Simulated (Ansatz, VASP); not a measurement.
# In2O3 (In2O3 (Ia-3)): VASP beside Ansatz

One calculation is typed for both programs; each brings its own data sets. How far apart do they land? The structure shown is the start of the Ansatz relaxation below; VASP solves that cell, so the two are compared at the walk's first step.

Program: Ansatz 0.2.0. Level of theory: plane waves, with VASP 6.6.1 beside it; single point at PBE. Results are calculated unless marked as measured.

### 1. Starting point

The structure is cubic, space group Ia-3 (No. 206). The conventional cell has a = 10.161 Å, b = 10.161 Å, c = 10.161 Å, α = 90.00°, β = 90.00°, γ = 90.00°. In has 6 O at 2.18 Å nearest. Nearest to In lie 6 O at 2.14 to 2.23 Å. O has 4 In at 2.14 to 2.23 Å nearest. Farther neighbours and most contacts between anions are not listed.

### 2. Ansatz: relaxation, PBE

Ansatz runs on its default PAW (the set named soft_2) files.

The two programs are compared at the cell with which this relaxation starts, whose forces are those of its first step.

input.yaml reads:

```yaml
crystal:
  lattice:
    - [-5.0807191, 5.0807191, 5.0807191]
    - [5.0807191, -5.0807191, 5.0807191]
    - [5.0807191, 5.0807191, -5.0807191]
  atoms:
    - { symbol: In, position: [0.5, 0.5, 0.5] }
    - { symbol: In, position: [0.25, 0.7160077, 0.4660077] }
    - { symbol: In, position: [0.75, 0.7839923, 0.0339923] }
    - { symbol: In, position: [0.4660077, 0.25, 0.7160077] }
    - { symbol: In, position: [0.0339923, 0.75, 0.7839923] }
    - { symbol: In, position: [0.7160077, 0.4660077, 0.25] }
    - { symbol: In, position: [0.7839923, 0.0339923, 0.75] }
    - { symbol: In, position: [0.75, 0.2839923, 0.5339923] }
    - { symbol: In, position: [0.5339923, 0.75, 0.2839923] }
    - { symbol: In, position: [0.2839923, 0.5339923, 0.75] }
    - { symbol: In, position: [0.9660077, 0.25, 0.2160077] }
    - { symbol: In, position: [0.25, 0.2160077, 0.9660077] }
    - { symbol: In, position: [0.5, 0.0, 0.0] }
    - { symbol: In, position: [0.2160077, 0.9660077, 0.25] }
    - { symbol: In, position: [0.0, 0.5, 0.0] }
    - { symbol: In, position: [0.0, 0.0, 0.5] }
    - { symbol: O, position: [0.5366708, 0.7721591, 0.5445309] }
    - { symbol: O, position: [0.7276282, 0.9921399, 0.9554691] }
    - { symbol: O, position: [0.7723718, 0.7278409, 0.2645117] }
    - { symbol: O, position: [0.5445309, 0.5366708, 0.7721591] }
    - { symbol: O, position: [0.9554691, 0.7276282, 0.9921399] }
    - { symbol: O, position: [0.2645117, 0.7723718, 0.7278409] }
    - { symbol: O, position: [0.7721591, 0.5445309, 0.5366708] }
    - { symbol: O, position: [0.9921399, 0.9554691, 0.7276282] }
    - { symbol: O, position: [0.7278409, 0.2645117, 0.7723718] }
    - { symbol: O, position: [0.4633292, 0.2278409, 0.4554691] }
    - { symbol: O, position: [0.4554691, 0.4633292, 0.2278409] }
    - { symbol: O, position: [0.2278409, 0.4554691, 0.4633292] }
    - { symbol: O, position: [0.9633292, 0.5078601, 0.2354883] }
    - { symbol: O, position: [0.4921399, 0.7645117, 0.0366708] }
    - { symbol: O, position: [0.5078601, 0.2354883, 0.9633292] }
    - { symbol: O, position: [0.7645117, 0.0366708, 0.4921399] }
    - { symbol: O, position: [0.2723718, 0.0078601, 0.0445309] }
    - { symbol: O, position: [0.7354883, 0.2276282, 0.2721591] }
    - { symbol: O, position: [0.2354883, 0.9633292, 0.5078601] }
    - { symbol: O, position: [0.0366708, 0.4921399, 0.7645117] }
    - { symbol: O, position: [0.0445309, 0.2723718, 0.0078601] }
    - { symbol: O, position: [0.2721591, 0.7354883, 0.2276282] }
    - { symbol: O, position: [0.2276282, 0.2721591, 0.7354883] }
    - { symbol: O, position: [0.0078601, 0.0445309, 0.2723718] }
basis:
  ecutwfc: 420
  xc_grid: 2
hamiltonian:
  xc: pbe
kpoints:
  mp_grid: { grid: [4, 4, 4] }
scf:
  occupations: { method: fixed }
  max_iter: 100
relax:
  f_tol: 0.005
  max_steps: 60
  cell: {}
output:
  forces: true
  stress: true
checkpoint:
  write: "../cell.run"
  compress: false
  write_wavefunctions: false
  write_every: 100000
```

On the command line:

```bash
$ ansatz run input.yaml --threads 2 --pin off --max-ram 3768MiB --backend cpu --events-out ev --progress --plain --runs-dir out
```

Numbers of over 12 decimals in the logs are rounded to 6 here.

Log:

```text
Engine: ansatz 0.2.0, x86_64-unknown-linux-gnu
Pseudopotentials: kind: paw
Pseudopotential: In, paw, valence charge 13, recommended cutoff 420 eV (normal), In.paw.azcp
Pseudopotential: O, paw, valence charge 6, recommended cutoff 420 eV (normal), O.paw.azcp
Functional definition: PBE
  parameter kappa = 0.804
  parameter beta = 0.066725
  exchange = pbe_x(kappa = kappa, mu = beta*pi^2/3)
  correlation = pbe_c(beta = beta)
Crystal: 40 atoms, lattice volume = 524.609 Å³
Basis set: ecut = 420 eV, 10185 PW (Γ), exchange–correlation on 120×120×120 points (8 copies of the dense FFT grid, shifted against one another)
Bands: 216, of which v1, the nominal top of the filled ones, is band 176 counted from 1 (175 counted from 0)
Symmetry: 24 space group operations
Space group: Ia-3 (ITA 206), of the structure as read, at distance tolerance 8.1e-5 Å
k-points: 8 of 64
Non-local potential: In, projectors of the file, l = 0: 2, l = 1: 2, l = 2: 2, l = 3: 2
Non-local potential: O, projectors of the file, l = 0: 2, l = 1: 2, l = 2: 1
PAW form: soft (Blöchl's): semilocal exchange-correlation on the pseudo side does not see the compensation charge
PAW one-centre angular grid: In, 590 points (default); XC on 64 Gauss nodes
PAW one-centre angular grid: O, 110 points (default); XC on 64 Gauss nodes
Initial density: superposition of atomic densities (neutral atoms: chi_scale 0, normalization atom), corrected by the library's trained network
Initial wavefunctions: pseudopotential atomic-orbital guess
Functional: x = pbe(κ = 0.804, μ = 0.219515), c = pbe(β = 0.066725)
SCF iter   1: F=—  HF=-103186.639753 eV  |F-HF|=—  |Δ(HF+E_count)|=         —  Δρ=1.54e-3  dr2=6.12e-3  ethr=1.77e-3  ⟨swp⟩=5.0  Hψ=4956  notcnv=0  defer=292
preconditioner: auto → Resta (q_TF=auto, 2.553 Å⁻¹)  ε∞=4.6  [insulator: Δε(μ)=1.131 eV  Ē_g=16.124 eV  n_scr=140 (ndim 8)  ℏωp=30.4 eV  f_vac=0.053  ε∞_Penn≈4.6]
SCF iter   2: F=—  HF=-103186.640912 eV  |F-HF|=—  |Δ(HF+E_count)|=   1.16e-3  Δρ=7.13e-4  dr2=8.12e-4  ethr=1.74e-6  ⟨swp⟩=2.2  Hψ=3311  notcnv=0  defer=299
SCF iter   3: F=—  HF=-103186.642320 eV  |F-HF|=—  |Δ(HF+E_count)|=   1.41e-3  Δρ=3.32e-4  dr2=2.49e-4  ethr=2.31e-7  ⟨swp⟩=2.1  Hψ=2019  notcnv=0  defer=292
SCF iter   4: F=—  HF=-103186.642795 eV  |F-HF|=—  |Δ(HF+E_count)|=   4.75e-4  Δρ=4.43e-5  dr2=1.15e-5  ethr=7.07e-8  ⟨swp⟩=2.0  Hψ=2855  notcnv=0  defer=281
SCF iter   5: F=—  HF=-103186.641811 eV  |F-HF|=—  |Δ(HF+E_count)|=   9.84e-4  Δρ=1.10e-5  dr2=8.38e-7  ethr=3.27e-9  ⟨swp⟩=2.0  Hψ=2855  notcnv=0  defer=281
SCF iter   6: F=-103186.641811 eV  HF=-103186.641811 eV  |F-HF|=3.91e-8  |Δ(HF+E_count)|=   8.43e-7  Δρ=2.55e-6  dr2=4.17e-8  ethr=2.84e-11  ⟨swp⟩=4.0  Hψ=5662  notcnv=0
SCF 1 converged in 6 iterations: F = -103186.641811 eV  dr2 = 4.17e-8
  greatest PAW one-centre occupation: 0.990 electrons in one spin orbital (limit 2), on the In atom at site 15 (counted from 0), in its partial waves of l = 2
relax step   1: F+E_penalty+E_count = -103186.64181145 eV  Δ(F+E_penalty+E_count) = +0.000e0 eV  max|allowed force component| = 6.653e-2 eV/Å  Δτ_max = 0.0000 Å  P = +6.043 GPa  Ω = 524.609 Å³  (6 SCF iters, dr2 threshold 1.00e-7 eV, accepted)
Crystal: 40 atoms, lattice volume = 545.793 Å³
Basis set: ecut = 420 eV, 10761 PW (Γ), exchange–correlation on 120×120×120 points (8 copies of the dense FFT grid, shifted against one another)
Initial density: handed on by an earlier stage of this run
Initial wavefunctions: those handed on with the density
iter 1 solved again at ethr=4.77e-5 eV; its pass at ethr=3.10e-3 eV (dr2=1.68e-1 eV) is discarded
SCF iter   1: F=—  HF=-103186.942393 eV  |F-HF|=—  |Δ(HF+E_count)|=         —  Δρ=5.87e-3  dr2=1.68e-1  ethr=4.77e-5  ⟨swp⟩=1.0  Hψ=7324  notcnv=0  defer=292
preconditioner: auto → Resta (q_TF=auto, 2.536 Å⁻¹)  ε∞=4.6  [insulator: Δε(μ)=0.877 eV  Ē_g=15.786 eV  n_scr=140 (ndim 8)  ℏωp=29.8 eV  f_vac=0.067  ε∞_Penn≈4.6]
SCF iter   2: F=—  HF=-103186.897963 eV  |F-HF|=—  |Δ(HF+E_count)|=   4.44e-2  Δρ=1.66e-3  dr2=1.50e-2  ethr=4.77e-5  ⟨swp⟩=2.0  Hψ=2842  notcnv=0  defer=297
SCF iter   3: F=—  HF=-103186.896405 eV  |F-HF|=—  |Δ(HF+E_count)|=   1.56e-3  Δρ=8.00e-4  dr2=4.77e-3  ethr=4.27e-6  ⟨swp⟩=2.8  Hψ=2670  notcnv=0  defer=299
SCF iter   4: F=—  HF=-103186.897062 eV  |F-HF|=—  |Δ(HF+E_count)|=   6.57e-4  Δρ=2.51e-4  dr2=4.86e-4  ethr=1.35e-6  ⟨swp⟩=3.0  Hψ=2876  notcnv=0  defer=297
SCF iter   5: F=—  HF=-103186.896487 eV  |F-HF|=—  |Δ(HF+E_count)|=   5.75e-4  Δρ=6.09e-5  dr2=2.23e-5  ethr=1.38e-7  ⟨swp⟩=2.9  Hψ=3192  notcnv=0  defer=281
SCF iter   6: F=-103186.896542 eV  HF=-103186.896540 eV  |F-HF|=1.95e-6  |Δ(HF+E_count)|=   5.29e-5  Δρ=1.18e-5  dr2=7.91e-7  ethr=1.14e-9  ⟨swp⟩=4.5  Hψ=5701  notcnv=0
SCF 2 converged in 6 iterations: F = -103186.896542 eV  dr2 = 7.91e-7
[...]
iter 1 solved again at ethr=3.77e-9 eV; its pass at ethr=3.10e-3 eV (dr2=1.33e-5 eV) is discarded
SCF iter   1: F=—  HF=-103187.005217 eV  |F-HF|=—  |Δ(HF+E_count)|=         —  Δρ=3.47e-5  dr2=2.88e-7  ethr=3.77e-9  ⟨swp⟩=5.0  Hψ=10969  notcnv=0  defer=299
preconditioner: auto → Resta (q_TF=auto, 2.537 Å⁻¹)  ε∞=4.5  [insulator: Δε(μ)=0.940 eV  Ē_g=15.857 eV  n_scr=140 (ndim 8)  ℏωp=29.9 eV  f_vac=0.059  ε∞_Penn≈4.5]
[...]
basis re-selected at this cell: Δ(F+E_penalty+E_count) = -2.532e-3 eV, ΔP = +0.005 GPa vs the last step (what re-selecting the basis moved, of the pressure what is left beyond the Pulay correction that the steps carried, after the strain that the cell walked since its last selection, with what the two solves' SCF thresholds leave and, on support functions, any second-order correction that the steps lacked; it is no m [...]
SCF converged after 5 iterations
Free energy (F): -103187.005255 eV
Harris-Foulkes:  -103187.005255 eV  (|F-HF|=5.82e-11)
Internal energy: -103187.005255 eV  (E = F + TS)
E sigma→0 (E₀):  -103187.005255 eV
Fermi energy:    8.058557 eV
--- Per-component energies (eV) ---
  E_band       = -190.996406
  E_kinetic    = 8109.063040
  E_local      = -25036.207711  (includes V_loc(G=0)·N_el)
  E_nonlocal   = 7091.656866
  E_hartree    = 9654.846910
  E_xc         = -5184.819184
  E_vxc        = -3814.937339  (∫ρ·V_xc dr)
  E_paw        = -70364.840535  (= ΣΔE_a)
  E_vpaw       = -5850.323349  (= ΣTr[D̂ρ^β])
  E_aug_tail   = 0.057774  (compensation charges beyond the density's cutoff)
  E_ewald      = -27456.762413
  E_smearing   = -0.000000  (= −TS)
  E_closure    = 0.000000  (closes the sum)
  Σ components = -103187.005255   (vs F -103187.005255, Δ=0.00e0)
--- Forces (eV/Å), atoms counted from 1 ---
  atom   1  In     0.00000000    -0.00000000     0.00000000
  atom   2  In     0.00029174     0.00000000    -0.00000000
  atom   3  In    -0.00029174     0.00000000    -0.00000000
  atom   4  In     0.00000000     0.00029174     0.00000000
  atom   5  In    -0.00000000    -0.00029174     0.00000000
  atom   6  In     0.00000000     0.00000000     0.00029174
  atom   7  In    -0.00000000    -0.00000000    -0.00029174
  atom   8  In    -0.00029174    -0.00000000    -0.00000000
  atom   9  In    -0.00000000    -0.00029174    -0.00000000
  atom  10  In    -0.00000000     0.00000000    -0.00029174
  atom  11  In     0.00000000     0.00029174    -0.00000000
  atom  12  In     0.00029174    -0.00000000    -0.00000000
  atom  13  In    -0.00000000    -0.00000000     0.00000000
  atom  14  In     0.00000000    -0.00000000     0.00029174
  atom  15  In     0.00000000    -0.00000000    -0.00000000
  atom  16  In     0.00000000    -0.00000000     0.00000000
  atom  17  O      0.00099990    -0.00081118     0.00054504
  atom  18  O     -0.00099990     0.00081118     0.00054504
  atom  19  O     -0.00099990    -0.00081118    -0.00054504
  atom  20  O      0.00054504     0.00099990    -0.00081118
  atom  21  O      0.00054504    -0.00099990     0.00081118
  atom  22  O     -0.00054504    -0.00099990    -0.00081118
  atom  23  O     -0.00081118     0.00054504     0.00099990
  atom  24  O      0.00081118     0.00054504    -0.00099990
[...]
atom  33  O      0.00099990    -0.00081118    -0.00054504
  atom  34  O      0.00054504     0.00099990     0.00081118
  atom  35  O     -0.00054504     0.00099990     0.00081118
  atom  36  O     -0.00099990    -0.00081118     0.00054504
  atom  37  O     -0.00054504     0.00099990    -0.00081118
  atom  38  O      0.00081118     0.00054504     0.00099990
  atom  39  O      0.00099990     0.00081118     0.00054504
  atom  40  O     -0.00081118    -0.00054504     0.00099990
  max |Σ_I F_I| component: 4.45e-18 eV/Å
--- Stress (GPa, compression-positive) ---
        0.016015      -0.000000      -0.000000
       -0.000000       0.016015       0.000000
       -0.000000      -0.000000       0.016015
  P = ⅓ Tr σ = 0.0160 GPa (0.160 kbar)
--- Relaxed structure (5 steps of the walk, 5 accepted, 2 SCFs on fresh bases) ---
  F+E_penalty+E_count = -103187.00525452 eV   max|allowed force component| = 9.999e-4 eV/Å   (the final SCF, on the basis selected at the relaxed cell)
  cell:  # Å, volume = 544.6095 Å³
    - [-5.144483, 5.144483, 5.144483]
    - [5.144483, -5.144483, 5.144483]
    - [5.144483, 5.144483, -5.144483]
  atoms:
    - { symbol: In, position: [0.5, 0.5, 0.5] }
    - { symbol: In, position: [0.250000, 0.716119, 0.466119] }
    - { symbol: In, position: [0.750000, 0.783881, 0.033881] }
    - { symbol: In, position: [0.466119, 0.25, 0.716119] }
    - { symbol: In, position: [0.033881, 0.750000, 0.783881] }
    - { symbol: In, position: [0.716119, 0.466119, 0.25] }
    - { symbol: In, position: [0.783881, 0.033881, 0.750000] }
    - { symbol: In, position: [0.75, 0.283881, 0.533881] }
    - { symbol: In, position: [0.533881, 0.75, 0.283881] }
    - { symbol: In, position: [0.283881, 0.533881, 0.75] }
    - { symbol: In, position: [0.966119, 0.25, 0.216119] }
    - { symbol: In, position: [0.25, 0.216119, 0.966119] }
    - { symbol: In, position: [0.5, 0.0, 0.0] }
    - { symbol: In, position: [0.216119, 0.966119, 0.25] }
    - { symbol: In, position: [0.0, 0.5, 0.0] }
    - { symbol: In, position: [0.0, 0.0, 0.5] }
    - { symbol: O, position: [0.537023, 0.772143, 0.544238] }
    - { symbol: O, position: [0.727905, 0.992785, 0.955762] }
    - { symbol: O, position: [0.772095, 0.727857, 0.264880] }
    - { symbol: O, position: [0.544238, 0.537023, 0.772143] }
    - { symbol: O, position: [0.955762, 0.727905, 0.992785] }
    - { symbol: O, position: [0.264880, 0.772095, 0.727857] }
    - { symbol: O, position: [0.772143, 0.544238, 0.537023] }
    - { symbol: O, position: [0.992785, 0.955762, 0.727905] }
    - { symbol: O, position: [0.727857, 0.264880, 0.772095] }
    - { symbol: O, position: [0.462977, 0.227857, 0.455762] }
    - { symbol: O, position: [0.455762, 0.462977, 0.227857] }
    - { symbol: O, position: [0.227857, 0.455762, 0.462977] }
    - { symbol: O, position: [0.962977, 0.507215, 0.235120] }
    - { symbol: O, position: [0.492785, 0.764880, 0.037023] }
    - { symbol: O, position: [0.507215, 0.235120, 0.962977] }
    - { symbol: O, position: [0.764880, 0.037023, 0.492785] }
    - { symbol: O, position: [0.272095, 0.00721537, 0.044238] }
    - { symbol: O, position: [0.735120, 0.227905, 0.272143] }
    - { symbol: O, position: [0.235120, 0.962977, 0.507215] }
    - { symbol: O, position: [0.037023, 0.492785, 0.764880] }
    - { symbol: O, position: [0.044238, 0.272095, 0.00721537] }
    - { symbol: O, position: [0.272143, 0.735120, 0.227905] }
    - { symbol: O, position: [0.227905, 0.272143, 0.735120] }
    - { symbol: O, position: [0.00721537, 0.044238, 0.272095] }
```

Reading the cycles: dr2 is the Hartree energy of the density residual (eV), the measure of convergence; HF is the Harris–Foulkes estimate of the energy, which meets the free energy F at convergence.

[end of part 1 of 2]

[Lines on the potential files, build, host, timing and source positions are cut from VASP's logs without a mark.]

[Logs are printed without paths, hosts, clocks, repeated set-up lines and the standing remarks that a program may print on its own settings, such as how far it seeks lower states.]

[Hosts, paths, dates, database ids (printed as entryN), source tags and the programs' standing remarks are cut or masked in the printed files.]
